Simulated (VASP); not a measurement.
Energy against volume of KBr (rock salt). Method: SCAN meta-GGA, VASP's PBE PAW potentials (set 64) (plane waves; VASP). Settings: 520 eV cut-off, 7×7×7 Γ-centred mesh, Gaussian smearing of 0.050 eV, potentials K_sv Br.

```tsv
V (Å³/atom)	E (eV/atom)
33.404	-15.80984
34.470	-15.81584
35.536	-15.81778
36.602	-15.81632
```

Q: Fit these four points and predict the energy of the run at 37.668 Å³/atom.

A: A cubic in V^(−2/3), the third-order Birch-Murnaghan form, passes through the four points with V0 = 35.58 Å³/atom and B0 = 17 GPa, and gives -15.8120 eV/atom there. The run gave -15.8121 eV/atom, -0.1 meV/atom from the fit; all five points give B0 = 17 GPa.

The compound is KBr in the rock salt structure. It was relaxed first.
